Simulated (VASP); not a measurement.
Data:

```xyz
1
Lattice="-2.7123 2.7123 2.7123 2.7123 -2.7123 2.7123 2.7123 2.7123 -2.7123" Properties=species:S:1:pos:R:3 pbc="T T T"
K      0.0000     0.0000     0.0000
```

Level of theory: RPBE GGA, VASP's PBE PAW potentials (set 64) (plane waves; VASP). Run with 520 eV cut-off, 11×11×11 Γ-centred mesh, tetrahedra with Blöchl corrections, potentials K_sv.

Q: Estimate the energy per atom (σ→0), band gap (on the k-mesh) with the smallest direct gap where there is one.

A: 
```yaml
band gap (on the k-mesh): none (metal, semimetal or under 0.01 eV)
energy per atom (σ→0): -0.939 eV/atom
```

The absolute energy has meaning only against runs of the same code, potentials and settings.

The compound is K in the bcc structure. It was relaxed first, which changed the volume by +8 %.
